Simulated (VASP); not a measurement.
Runs of VASP 6.6.1 on Ga. Symmetry: Cmce, No. 64, orthorhombic system. The conventional cell has a = 4.523 Å, b = 7.661 Å, c = 4.524 Å, α = 90.00°, β = 90.00°, γ = 90.00°. Ga (site symmetry m) is surrounded by 7 Ga at 2.48 to 2.79 Å. 

```tsv
level	potentials or basis	gap on the mesh (eV)	pressure (GPa)	relaxed volume (Å³/atom)	largest force (eV/Å)
LDA	VASP PAW LDA potentials, release 64 (Ga_d)	none	0.0	18.39	0.01
PBEsol	VASP PAW PBE potentials, release 64 (Ga_d)	none	0.0	19.06	0.01
PBE+D3(BJ)	VASP PAW PBE potentials, release 64 (Ga_d)	none	0.0	(a)	0.01
PBE	VASP PAW PBE potentials, release 64 (Ga_d)	none	-0.1	20.33	0.01
```

Alike in all rows: task relaxation of cell and atoms; no spin polarisation; cell relaxed; k mesh 12 × 12 × 10; cutoff (eV) 600; smearing methfessel-paxton 0.1 eV.

Q: Estimate the missing entries.

A: (a) 19.41.

Caveats: the PAW data sets were made with another functional, which shifts forces and pressure a little (some runs); pairwise dispersion overbinds metals, which lowers pressure and volume (some runs).

A k mesh can miss the band edges, and the runs leave out spin-orbit coupling on Ga.

A gap of «none» marks a metal or a gap under the smearing width.

Not every run made on this cell is shown here.
